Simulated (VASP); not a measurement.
# Al5Sn (P6/mmm) in VASP: further runs, part 2 of 2

VASP 6.6.1. The steps go on from the part before.

## 3. Single point, PBE (species swapped into the CeFe5 type (P6/mmm, No. 191))

INCAR

```
  PREC = Accurate
  ENCUT = 520
  EDIFF = 1E-6
  ISMEAR = 0
  SIGMA = 0.1
  LREAL = F
  LASPH = T
  NELM = 60
  ALGO = Fast
  ISIF = 2
  LWAVE = F
  LCHARG = F
  GGA = PE
  NBANDS = 24
```

KPOINTS

```
Automatic mesh
0
Gamma
  6 6 4
```

POSCAR

```
Al5Sn
1.0
    5.4142797500      0.0000000000      0.0000000000
   -2.7071398800      4.6889038100      0.0000000000
    0.0000000000      0.0000000000      4.3223878900
Al Sn
5 1
Direct
    0.0000000000      0.5000000000      0.5000000000
    0.3333333300      0.6666666700      0.0000000000
    0.6666666700      0.3333333300      0.0000000000
    0.5000000000      0.0000000000      0.5000000000
    0.5000000000      0.5000000000      0.5000000000
    0.0000000000      0.0000000000      0.0000000000
```

Potentials or basis: VASP PAW PBE potentials, release 64 (Al, Sn_d).

Run with:

```sh
$ cat potpaw_PBE.64/Al/POTCAR potpaw_PBE.64/Sn_d/POTCAR > POTCAR
$ mpirun -np 1 vasp_std > vasp.out
```

Run time: 34 s. Hardware: 1 thread of Intel Xeon Platinum 8559C (Emerald Rapids), shared host; peak memory 0.23 GiB.

Results (log left out):

```yaml
Free_energy: -21.3864 eV
Pressure: 6.4 GPa
Band_gap_on_the_k_mesh: none (metal or under the smearing width)
```

Stress tensor (GPa, compression positive):
```
5.79 0.00 0.00
0.00 5.79 0.00
0.00 0.00 7.65
```

Levels at points of the mesh, in eV from the Fermi level:
```
           k point  band 11  band 12  band 13  band 14  band 15  band 16  band 17  band 18  band 19  band 20
(0.00, 0.00, 0.00)    -3.75    -3.74    -3.74    -1.85     0.97     2.31     2.31     2.88     3.28     3.28
(0.50, 0.00, 0.00)    -1.89    -1.77    -0.84    -0.32     0.77     0.81     0.93     1.09     1.68     2.12
(0.00, 0.00, 0.50)    -2.52    -2.52    -2.22    -2.22    -2.17    -2.17    -1.29    -1.29    -0.87     5.94
(0.50, 0.00, 0.50)    -4.06    -3.74    -3.37     1.83     1.94     2.07     2.12     2.18     2.55     3.17
```

Caveat: the k mesh is coarse (spacing up to 0.36 Å⁻¹), so the values aren't converged.

## 4. Single point, PBE (species swapped into the CeFe5 type (P6/mmm, No. 191))

INCAR

```
ALGO = Fast ; EDIFF = 1E-7
ENCUT = 520 ; GGA = PE
ISIF = 2 ; ISMEAR = 0
LASPH = T ; LCHARG = F
LREAL = F ; LWAVE = F
NBANDS = 24 ; NELM = 80
PREC = Accurate ; SIGMA = 0.1
```

KPOINTS

```
k-points
0
Gamma
  6 6 4
```

POSCAR

```
Al5Sn
1.0
    5.5589711789      0.0000000030      0.0000000000
   -2.7794855920      4.8142102584      0.0000000000
    0.0000000000      0.0000000000      4.4637568441
Al Sn
5 1
Direct
    0.0000000000      0.5000000000      0.5000000000
    0.3333333333      0.6666666667      0.0000000000
    0.6666666667      0.3333333333      0.0000000000
    0.5000000000      0.0000000000      0.5000000000
    0.5000000000      0.5000000000      0.5000000000
    0.0000000000      0.0000000000      0.0000000000
```

Potentials or basis: VASP PAW PBE potentials, release 64 (Al, Sn_d).

Run with:

```sh
$ cat potpaw_PBE.64/Al/POTCAR potpaw_PBE.64/Sn_d/POTCAR > POTCAR
$ mpirun -np 1 vasp_std > vasp.out
```

OUTCAR:

```text
EDIFF = 1E-7
   ENCUT = 520
   GGA = PE
   ISIF = 2
   ISMEAR = 0
   LASPH = T
   LREAL = F
   NELM = 80
   PREC = Accurate

 ion  position               nearest neighbor table
   1  0.000  0.500  0.500-   2 2.75   3 2.75   2 2.75   3 2.75   5 2.78   5 2.78   4 2.78   4 2.78

   2  0.333  0.667  0.000-   1 2.75   1 2.75   4 2.75   4 2.75   5 2.75   5 2.75   6 3.21   3 3.21
                             3 3.21   6 3.21   6 3.21   3 3.21
   3  0.667  0.333  0.000-   1 2.75   1 2.75   4 2.75   4 2.75   5 2.75   5 2.75   6 3.21   2 3.21
                             2 3.21   6 3.21   6 3.21   2 3.21
   4  0.500  0.000  0.500-   2 2.75   3 2.75   2 2.75   3 2.75   5 2.78   5 2.78   1 2.78   1 2.78

   5  0.500  0.500  0.500-   2 2.75   3 2.75   2 2.75   3 2.75   1 2.78   1 2.78   4 2.78   4 2.78

   6  0.000  0.000  0.000-   2 3.21   3 3.21   3 3.21   2 3.21   3 3.21   2 3.21

  LATTYP: Found a hexagonal cell.
 ALAT       =     5.5589711789
 C/A-ratio  =     0.8029825485

  Lattice vectors:

 A1 = (   5.5589711789,   0.0000000030,   0.0000000000)
[... 185 lines left out ...]

 val. band max:        7.0362314300   @ k =   0.3333   0.3333   0.5000
 cond. band min:       7.0677234659   @ k =   0.3333  -0.0000   0.5000
 fundamental gap:      0.0314920360
 Fermi energy:         7.0610794534

 k-point     1 :       0.0000    0.0000    0.0000
  band No.  band energies     occupation
      1     -14.4680      2.00000
      2     -14.4444      2.00000
      3     -14.4444      2.00000
      4     -14.4156      2.00000
      5     -14.4156      2.00000
      6      -3.5512      2.00000
[... 556 lines left out ...]
     23      12.7338      0.00000
     24      12.7338      0.00000

------------------------ aborting loop because EDIFF is reached ----------------------------------------

  FORCE on cell =-STRESS in cart. coord.  units (eV):
  Direction    XX          YY          ZZ          XY          YZ          ZX
  --------------------------------------------------------------------------------------
  -------------------------------------------------------------------------------------
  Total        0.0040220      0.0040220      0.0892605      0.0000000     -0.0000000     -0.0000000
  in kB        0.0539424      0.0539424      1.1971538      0.0000000     -0.0000000     -0.0000000
  external PRESSURE =       0.4350129 kB  Pullay stress =       0.0000000 kB

 VOLUME and BASIS-vectors are now :
 -----------------------------------------------------------------------------
  energy-cutoff  :      520.00
  volume of cell :      119.46
      direct lattice vectors                 reciprocal lattice vectors
     5.558971179  0.000000003  0.000000000     0.179889402  0.103859195  0.000000000
    -2.779485592  4.814210258  0.000000000    -0.000000000  0.207718389  0.000000000
     0.000000000  0.000000000  4.463756844     0.000000000  0.000000000  0.224026540

 POSITION                                       TOTAL-FORCE (eV/Angst)
 -----------------------------------------------------------------------------------
     -1.38974      2.40711      2.23188        -0.000000     -0.000000      0.000000
     -0.00000      3.20947      0.00000         0.000000     -0.000000      0.000000
      2.77949      1.60474      0.00000        -0.000000      0.000000      0.000000
      2.77949      0.00000      2.23188        -0.000000     -0.000000      0.000000
      1.38974      2.40711      2.23188        -0.000000     -0.000000      0.000000
      0.00000      0.00000      0.00000        -0.000000     -0.000000      0.000000
 -----------------------------------------------------------------------------------
    total drift:                                0.000000     -0.000000     -0.000000

  FREE ENERGIE OF THE ION-ELECTRON SYSTEM (eV)
  ---------------------------------------------------
  free  energy   TOTEN  =       -21.5734123364 eV

  energy  without entropy=      -21.5524452300  energy(sigma->0) =      -21.56292878
```

OSZICAR:

```text
N       E                     dE             d eps       ncg     rms          rms(c)
DAV:   1     0.142209923563E+03    0.14221E+03   -0.11557E+04  1024   0.115E+03
DAV:   2    -0.818648052754E+01   -0.15040E+03   -0.14155E+03  1056   0.295E+02
DAV:   3    -0.216423824639E+02   -0.13456E+02   -0.13011E+02  1256   0.776E+01
DAV:   4    -0.220724487920E+02   -0.43007E+00   -0.42909E+00  1232   0.142E+01
DAV:   5    -0.220933389212E+02   -0.20890E-01   -0.20889E-01  1432   0.309E+00    0.351E+00
RMM:   6    -0.216475808637E+02    0.44576E+00   -0.48720E-01  1234   0.339E+00    0.191E+00
RMM:   7    -0.215832942778E+02    0.64287E-01   -0.17843E-01  1168   0.144E+00    0.669E-01
RMM:   8    -0.215733593458E+02    0.99349E-02   -0.22963E-02  1338   0.117E+00    0.147E-01
RMM:   9    -0.215733507966E+02    0.85491E-05   -0.57832E-03  1445   0.500E-01    0.875E-02
RMM:  10    -0.215733743809E+02   -0.23584E-04   -0.16679E-03  1534   0.308E-01    0.669E-02
RMM:  11    -0.215734130873E+02   -0.38706E-04   -0.37264E-04  1642   0.128E-01    0.187E-02
RMM:  12    -0.215734100745E+02    0.30128E-05   -0.74609E-05  1434   0.672E-02    0.140E-02
RMM:  13    -0.215734131199E+02   -0.30454E-05   -0.35022E-05  1764   0.343E-02    0.440E-03
RMM:  14    -0.215734128135E+02    0.30635E-06   -0.23402E-06  1494   0.837E-03    0.596E-03
RMM:  15    -0.215734119017E+02    0.91179E-06   -0.43280E-07  1147   0.432E-03    0.575E-03
RMM:  16    -0.215734123568E+02   -0.45505E-06   -0.13285E-07   787   0.257E-03    0.348E-03
RMM:  17    -0.215734123364E+02    0.20415E-07   -0.58988E-08   683   0.189E-03
   1 F= -.21573412E+02 E0= -.21562929E+02  d E =-.209671E-01
```

stdout:

```text
POSCAR found type information on POSCAR AlSn
 POSCAR found :  2 types and       6 ions
 scaLAPACK will be used
 LDA part: xc-table for (Slater+PW92), standard interpolation
 POSCAR, INCAR and KPOINTS ok, starting setup
 FFT: planning ... GRIDC
 FFT: planning ... GRID_SOFT
 FFT: planning ... GRID
 WAVECAR not read
 entering main loop
```

It took 92 s on 1 thread of Intel Xeon Platinum 8559C (Emerald Rapids), shared host; peak memory 0.25 GiB.

What came out:

```yaml
Free_energy: -21.5734 eV
Pressure: 0.0 GPa
Band_gap_on_the_k_mesh: none (metal or under the smearing width)
```

Stress tensor (GPa, compression positive):
```
0.01 0.00 0.00
0.00 0.01 0.00
0.00 0.00 0.12
```

Levels at points of the mesh, in eV from the Fermi level:
```csv
k point,band 11,band 12,band 13,band 14,band 15,band 16,band 17,band 18,band 19,band 20
"(0.00, 0.00, 0.00)",-3.48,-3.36,-3.36,-1.85,1.02,2.29,2.29,2.66,2.83,3.07
"(0.50, 0.00, 0.00)",-1.70,-1.69,-1.02,-0.25,0.68,0.91,0.96,1.10,1.72,1.94
"(0.00, 0.00, 0.50)",-2.26,-2.26,-2.20,-2.20,-1.89,-1.89,-1.09,-1.09,-0.64,5.55
"(0.50, 0.00, 0.50)",-3.69,-3.37,-3.21,1.67,1.97,2.05,2.09,2.15,2.37,3.16
```

## 5. Summary

```csv
task,cell,k mesh,cutoff (eV),mesh quality,gap on the mesh (eV),pressure (GPa)
relaxation of cell and atoms,"relaxed from: species swapped into the CeFe5 type (P6/mmm, No. 191)",9 × 9 × 8,600,not flagged,-,0.0
single point,"species swapped into the CeFe5 type (P6/mmm, No. 191)",6 × 6 × 4,520,coarse,none,6.4
single point,"species swapped into the CeFe5 type (P6/mmm, No. 191)",6 × 6 × 4,520,not flagged,none,0.0
```

Alike in all rows: level PBE; potentials or basis VASP PAW PBE potentials, release 64 (Al, Sn_d); no spin polarisation; smearing gaussian 0.1 eV.

Caveats: some runs use coarse meshes; the bands computed are all filled at some k points, so no gap is given (some runs).

Total energies depend on the potentials used, so only differences within one code and one set of settings carry meaning.
